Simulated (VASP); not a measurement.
Method: r2SCAN meta-GGA, VASP's PBE PAW potentials (set 64) (plane waves; VASP).

VASP input:

KPOINTS:
```
kpoints
0
Gamma
  5 5 8
```

### POSCAR
```
TiO2
1
    4.6925954200     0.0000000000     0.0000000000
    0.0000000000     4.6925954200     0.0000000000
    0.0000000000     0.0000000000     3.0182178105
Ti O
2 4
Direct
  1.0000000000   0.0000000000   0.0000000000
  0.5000000000   0.5000000000   0.5000000000
  0.3045125053   0.3045125053   1.0000000000
  0.8045125053   0.1954874947   0.5000000000
  0.1954874947   0.8045125053   0.5000000000
  0.6954874947   0.6954874947   0.0000000000
```

INCAR:
```
SYSTEM = TiO2
PREC = Accurate; ENCUT = 520; LREAL = F
LASPH = T
EDIFF = 1E-7; NELM = 100; ALGO = Normal
LMAXMIX = 4; LMIXTAU = T
ISMEAR = 0; SIGMA = 0.05
METAGGA = R2SCAN
IBRION = 2; NSW = 30; ISIF = 4
EDIFFG = -0.01
LWAVE = F; LCHARG = F
```

POTCAR, in this order: Ti_sv O (PBE.64 set). Program: vasp_std.

The run wrote:

**OUTCAR**
```
 ion  position               nearest neighbor table
   1  0.000  0.000  0.000-   4 1.99   5 1.99   4 1.99   5 1.99   6 2.02   3 2.02
   2  0.500  0.500  0.500-   3 1.99   3 1.99   6 1.99   6 1.99   5 2.02   4 2.02
   3  0.305  0.305  0.000-   2 1.99   2 1.99   1 2.02
   4  0.805  0.195  0.500-   1 1.99   1 1.99   2 2.02
   5  0.195  0.805  0.500-   1 1.99   1 1.99   2 2.02
   6  0.695  0.695  0.000-   2 1.99   2 1.99   1 2.02
  LATTYP: Found a simple tetragonal cell.
 ALAT       =     4.6925954200
 C/A-ratio  =     0.6431873069
 Subroutine PRICEL returns:
 Original cell was already a primitive cell.
 Subroutine GETGRP returns: Found 16 space group operations
The static configuration has the point symmetry D_2h.
 The point group associated with its full space group is D_4h.
The dynamic configuration has the point symmetry D_2h.
 Subroutine INISYM returns: Found 16 space group operations
 Subroutine IBZKPT returns following result:
 Found     30 irreducible k-points:

 Following reciprocal coordinates:
            Coordinates               Weight
  0.000000  0.000000  0.000000      1.000000
  0.200000  0.000000  0.000000      4.000000
  0.400000  0.000000  0.000000      4.000000
  0.200000  0.200000  0.000000      4.000000
  0.400000  0.200000  0.000000      8.000000
  0.400000  0.400000  0.000000      4.000000
  0.000000  0.000000  0.125000      2.000000
  0.200000  0.000000  0.125000      8.000000
  0.400000  0.000000  0.125000      8.000000
  0.200000  0.200000  0.125000      8.000000
  0.400000  0.200000  0.125000     16.000000
  0.400000  0.400000  0.125000      8.000000
  0.000000  0.000000  0.250000      2.000000
  0.200000  0.000000  0.250000      8.000000
  0.400000  0.000000  0.250000      8.000000
  0.200000  0.200000  0.250000      8.000000
  0.400000  0.200000  0.250000     16.000000
  0.400000  0.400000  0.250000      8.000000
...
```

**OSZICAR**
```
       N       E                     dE             d eps       ncg     rms          rms(c)
DAV:   1     0.666788258767E+03    0.66679E+03   -0.25313E+04  1680   0.202E+03
DAV:   2     0.145199461976E+02   -0.65227E+03   -0.63247E+03  1872   0.591E+02
DAV:   3    -0.968422666547E+02   -0.11136E+03   -0.10720E+03  2608   0.217E+02
DAV:   4    -0.102159498635E+03   -0.53172E+01   -0.53114E+01  2304   0.489E+01
DAV:   5    -0.102403775103E+03   -0.24428E+00   -0.24420E+00  2396   0.860E+00    0.303E+01
DAV:   6    -0.726018885621E+02    0.29802E+02   -0.89578E+01  2100   0.106E+02    0.860E+00
DAV:   7    -0.685518076007E+02    0.40501E+01   -0.61610E+00  2200   0.174E+01    0.454E+00
DAV:   8    -0.722800257336E+02   -0.37282E+01   -0.24160E+00  2004   0.121E+01    0.262E+00
DAV:   9    -0.689041601605E+02    0.33759E+01   -0.14229E+00  1800   0.984E+00    0.740E-01
DAV:  10    -0.695403009743E+02   -0.63614E+00   -0.36363E-01  1904   0.555E+00    0.445E-01
DAV:  11    -0.693807280272E+02    0.15957E+00   -0.17375E-01  1840   0.347E+00    0.412E-01
DAV:  12    -0.696293203454E+02   -0.24859E+00   -0.15921E-01  1796   0.367E+00    0.200E-01
DAV:  13    -0.696390838391E+02   -0.97635E-02   -0.13947E-02  1908   0.125E+00    0.109E-01
DAV:  14    -0.696412852188E+02   -0.22014E-02   -0.93145E-04  2144   0.254E-01    0.796E-02
DAV:  15    -0.696429153083E+02   -0.16301E-02   -0.12476E-03  1952   0.320E-01    0.233E-02
DAV:  16    -0.696430571073E+02   -0.14180E-03   -0.12946E-04  2060   0.110E-01    0.188E-02
DAV:  17    -0.696430626469E+02   -0.55395E-05   -0.22127E-05  2384   0.472E-02    0.129E-02
DAV:  18    -0.696430860552E+02   -0.23408E-04   -0.85224E-06  1908   0.299E-02    0.682E-03
DAV:  19    -0.696430890494E+02   -0.29942E-05   -0.23733E-06  1988   0.159E-02    0.421E-03
DAV:  20    -0.696430918702E+02   -0.28208E-05   -0.11278E-06  2224   0.836E-03    0.961E-04
DAV:  21    -0.696430921721E+02   -0.30196E-06   -0.13201E-07  1180   0.388E-03    0.694E-04
DAV:  22    -0.696430922174E+02   -0.45252E-07   -0.40758E-08  1168   0.244E-03
   1 F= -.69643092E+02 E0= -.69643092E+02  d E =-.696431E+02
       N       E                     dE             d eps       ncg     rms          rms(c)
DAV:   1    -0.696737192607E+02   -0.30627E-01   -0.60682E+00  1684   0.202E+01    0.112E+00
DAV:   2    -0.696664683152E+02    0.72509E-02   -0.19044E-01  1808   0.350E+00    0.712E-01
DAV:   3    -0.696572918583E+02    0.91765E-02   -0.23141E-02  2020   0.141E+00    0.282E-01
DAV:   4    -0.696577965161E+02   -0.50466E-03   -0.79141E-03  1936   0.788E-01    0.657E-02
DAV:   5    -0.696584077247E+02   -0.61121E-03   -0.12402E-03  1912   0.327E-01    0.372E-02
DAV:   6    -0.696574511726E+02    0.95655E-03   -0.10813E-03  1776   0.350E-01    0.290E-02
DAV:   7    -0.696584889770E+02   -0.10378E-02   -0.66950E-04  1748   0.265E-01    0.902E-03
DAV:   8    -0.696584992938E+02   -0.10317E-04   -0.52433E-05  1856   0.720E-02    0.355E-03
DAV:   9    -0.696585150817E+02   -0.15788E-04   -0.11328E-05  1888   0.338E-02    0.319E-03
DAV:  10    -0.696585151760E+02   -0.94341E-07   -0.21408E-06  1820   0.123E-02    0.886E-04
DAV:  11    -0.696585158124E+02   -0.63635E-06   -0.53849E-07  1648   0.650E-03    0.440E-04
DAV:  12    -0.696585158756E+02   -0.63264E-07   -0.37435E-08  1104   0.196E-03
   2 F= -.69658516E+02 E0= -.69658516E+02  d E =-.154237E-01
       N       E                     dE             d eps       ncg     rms          rms(c)
DAV:   1    -0.696613015601E+02   -0.27857E-02   -0.66340E-01  1692   0.669E+00    0.373E-01
DAV:   2    -0.696604492173E+02    0.85234E-03   -0.20464E-02  1808   0.115E+00    0.236E-01
DAV:   3    -0.696594385774E+02    0.10106E-02   -0.24141E-03  1920   0.475E-01    0.857E-02
DAV:   4    -0.696594961897E+02   -0.57612E-04   -0.89680E-04  1896   0.268E-01    0.212E-02
DAV:   5    -0.696595893881E+02   -0.93198E-04   -0.18280E-04  1864   0.128E-01    0.120E-02
DAV:   6    -0.696594264983E+02    0.16289E-03   -0.19967E-04  1764   0.150E-01    0.102E-02
DAV:   7    -0.696596143520E+02   -0.18785E-03   -0.10098E-04  1760   0.103E-01    0.278E-03
DAV:   8    -0.696596133915E+02    0.96055E-06   -0.55139E-06  2068   0.211E-02    0.163E-03
DAV:   9    -0.696596157588E+02   -0.23674E-05   -0.96676E-07  1652   0.103E-02    0.974E-04
DAV:  10    -0.696596157710E+02   -0.12121E-07   -0.34231E-07  1636   0.541E-03
   3 F= -.69659616E+02 E0= -.69659616E+02  d E =-.165236E-01
```

File OUTCAR:
```
------------------------ aborting loop because EDIFF is reached ----------------------------------------
  FORCE on cell =-STRESS in cart. coord.  units (eV):
  Direction    XX          YY          ZZ          XY          YZ          ZX
  --------------------------------------------------------------------------------------
  Total       -4.7290473     -4.7290473     -4.7606367     -0.0000000      0.0000000      0.0000000
  in kB     -114.0006786   -114.0006786   -114.7621875     -0.0000000      0.0000000      0.0000000
  external PRESSURE =    -114.2545149 kB  Pullay stress =       0.0000000 kB
  volume of cell :       66.46
      direct lattice vectors                 reciprocal lattice vectors
     4.715135603 -0.000000000  0.000000000     0.212082978 -0.000000000  0.000000000
     0.000000000  4.715135603  0.000000000     0.000000000  0.212082978  0.000000000
     0.000000000  0.000000000  2.989430272     0.000000000  0.000000000  0.334511900
 POSITION                                       TOTAL-FORCE (eV/Angst)
 -----------------------------------------------------------------------------------
      0.00000      4.71514      0.00000         0.000000      0.000000      0.000000
      2.35757      2.35757      1.49472         0.000000      0.000000      0.000000
      1.44830      1.44830      0.00000        -0.001158     -0.001158      0.000000
      3.80587      0.90927      1.49472        -0.001158      0.001158     -0.000000
      0.90927      3.80587      1.49472         0.001158     -0.001158      0.000000
      3.26683      3.26683      0.00000         0.001158      0.001158     -0.000000
 -----------------------------------------------------------------------------------
    total drift:                                0.000000      0.000000      0.000000
  FREE ENERGIE OF THE ION-ELECTRON SYSTEM (eV)
  ---------------------------------------------------
  free  energy   TOTEN  =       -69.6596157710 eV

  energy  without entropy=      -69.6596157710  energy(sigma->0) =      -69.65961577

 reached required accuracy - stopping structural energy minimisation
```
(Selected blocks of OUTCAR.)

### CONTCAR
```
TiO2
   1.00000000000000
     4.7151356031746872   -0.0000000000000000    0.0000000000000000
     0.0000000000000000    4.7151356031746872    0.0000000000000000
     0.0000000000000000    0.0000000000000000    2.9894302717066341
  Ti              O
     2     4
Direct
     0.0000000000000000    1.0000000000000000    0.0000000000000000
     0.5000000000000000    0.5000000000000000    0.5000000000000000
     0.3071599631440556    0.3071599631440556    0.0000000000000000
     0.8071599631440485    0.1928400368559444    0.5000000000000000
     0.1928400368559444    0.8071599631440485    0.5000000000000000
     0.6928400368559515    0.6928400368559515    0.0000000000000000
```

The compound is TiO2 in the rutile structure. This cell is one point of a volume scan, at 1.06 of the reference volume. Symmetry was kept, so distortions that lower it aren't found.
